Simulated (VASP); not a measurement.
PtSe2: relaxation of cell and atoms with PBE+D3(BJ)

PtSe2:

```
Pt Se
1.0
     3.72400    0.00000    0.00000
    -1.86200    3.22508    0.00000
     0.00000    0.00000    5.06200
Pt Se
1 2
Direct
  0.00000 0.00000 0.00000
  0.33333 0.66667 0.25000
  0.66667 0.33333 0.75000
```

- Program: VASP 6.6.1
- Task: relaxation of cell and atoms
- Functional: PBE
- Dispersion: D3(BJ)
- Potentials or basis: VASP PAW PBE potentials, release 64 (Pt, Se)
- Cutoff: 520 eV
- k mesh: 9 × 9 × 6
- Occupations: gaussian, width 0.02 eV
- Spin: no spin polarisation
- Further INCAR settings: ALGO = Fast; EDIFF = 1e-07; IBRION = 2; EDIFFG = -0.002; NSW = 80; ISIF = 3

```json
{
 "Relaxed volume": "19.79 Å³/atom",
 "Relaxed cell": "a = 3.769 Å, b = 3.769 Å, c = 4.825 Å, α = 90.00°, β = 90.00°, γ = 120.00°",
 "Space group after relaxing (to 0.05 Å)": "P-3m1 (No. 164)",
 "Energy gained by relaxing": "16.5 meV/atom",
 "Ionic steps": "15",
 "Pressure after relaxing": "0.0 GPa",
 "Band gap on the k mesh": "none (metal or under the smearing width)",
 "Dispersion energy per atom": "-0.490 eV"
}
```

The path:
| step | energy change (eV) | largest force (eV/Å) | pressure (GPa) | volume (Å³) |
| --- | --- | --- | --- | --- |
| 1 | 0.0000 | 0.6172 | 3.46 | 60.80 |
| 2 | 0.0310 | 0.3921 | -5.83 | 64.72 |
| 3 | -0.0238 | 0.1843 | -0.59 | 62.30 |
| 4 | -0.0238 | 0.1923 | -0.53 | 62.27 |
| 5 | -0.0292 | 0.1619 | -0.44 | 61.89 |
| 6 | -0.0412 | 0.0653 | -0.12 | 60.74 |
| 7 | -0.0414 | 0.1612 | 0.96 | 58.46 |
| 8 | -0.0459 | 0.0178 | 0.34 | 59.70 |
| 9 | -0.0470 | 0.1365 | -1.25 | 59.92 |
| 10 | -0.0480 | 0.0904 | -0.61 | 59.83 |
| 11 | -0.0496 | 0.0163 | 0.06 | 59.28 |
| 12 | -0.0496 | 0.0015 | -0.05 | 59.38 |
| 13 | -0.0496 | 0.0032 | -0.06 | 59.39 |
| 14 | -0.0496 | 0.0038 | 0.05 | 59.35 |
| 15 | -0.0496 | 0.0009 | 0.00 | 59.37 |

Final structure:
```xyz
3
Lattice="3.7693 0.0000 0.0000 -1.8847 3.2643 0.0000 0.0000 0.0000 4.8250" Properties=species:S:1:pos:R:3 pbc="T T T"
Pt    0.0000    0.0000    0.0000
Se    0.0000    2.1762    1.2823
Se    1.8847    1.0881    3.5426
```

Levels at points of the mesh, in eV from the Fermi level:
```tsv
k point	band 7	band 8	band 9	band 10	band 11	band 12	band 13	band 14	band 15
(0.00, 0.00, 0.00)	-3.81	-2.50	-1.02	-1.02	0.77	1.05	1.05	3.35	4.09
(0.00, 0.00, 0.50)	-3.86	-2.93	-1.73	-1.73	-1.72	2.31	2.31	4.98	6.51
```

It took 3.2 min on 4 MPI ranks on Intel(R) Xeon(R) Platinum 8488C (Sapphire Rapids) (shared host), peak memory 0.24 GiB a rank.

Caveat: pairwise dispersion overbinds metals, which lowers pressure and volume. Spin-orbit coupling is left out, which matters for the levels of Pt.
